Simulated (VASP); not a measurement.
An input for Quantum ESPRESSO's pw.x (written as the equivalent of a VASP run, and not itself run):

```
&CONTROL
  calculation = 'scf'
  pseudo_dir = './pseudo'
  outdir = './out'
  tprnfor = .true.
  tstress = .true.
/
&SYSTEM
  ibrav = 0
  nat = 2
  ntyp = 1
  ecutwfc = 84
  occupations = 'smearing'
  smearing = 'methfessel-paxton'
  degauss = 0.00735
  input_dft = 'pbe'
/
&ELECTRONS
  conv_thr = 7.3e-08
  electron_maxstep = 100
/
ATOMIC_SPECIES
  Ti 47.867 Ti.upf
CELL_PARAMETERS angstrom
     1.5188480   -2.6014510    0.0000000
     1.5188480    2.6014510    0.0000000
     0.0000000    0.0000000    4.6580380
ATOMIC_POSITIONS crystal
  Ti   0.3333330  0.6666670  0.2500000
  Ti   0.6818020  0.3484680  0.7500000
K_POINTS automatic
  12 12 7 0 0 0
```

Question: Write the VASP files for the same calculation (PBE).

Answer: One answer among several that fit: 
**INCAR**
```
ALGO=Normal
EDIFF=1E-6
ENCUT=400
GGA=PE
ISIF=2
ISMEAR=1
ISYM=1
LASPH=T
LCHARG=F
LMAXMIX=4
LREAL=F
LWAVE=F
NELM=100
PREC=Accurate
SIGMA=0.1
SYSTEM=Ti
```

KPOINTS:
```
Automatic
0
gamma
12 12 7
```

**POSCAR**
```
Ti
3.0123820
  0.5042016584  -0.8635860259   0.0000000000
  0.5042016584   0.8635860259   0.0000000000
  0.0000000000   0.0000000000   1.5462972492
Ti
2
Cart
  0.5042016584   0.2878625844   0.3865743123
  0.5194638426  -0.2878625844   1.1597229369
```

POTCAR, in this order: Ti_sv (PBE.64 set). Program: vasp_std.

The two are equivalent in intent, not identical: the potentials are each code's own (VASP's PAW set, PseudoDojo norm-conserving files in pw.x), so ENCUT and ecutwfc are chosen apart and not converted; conv_thr bounds pw.x's estimated SCF error, while EDIFF bounds the energy change between steps.

The compound is Ti in the hcp structure. The cell was not relaxed at this level, atoms are displaced from their ideal sites. The run is one of a series of settings (ISYM = 1 against the base run), some of them coarse on purpose.
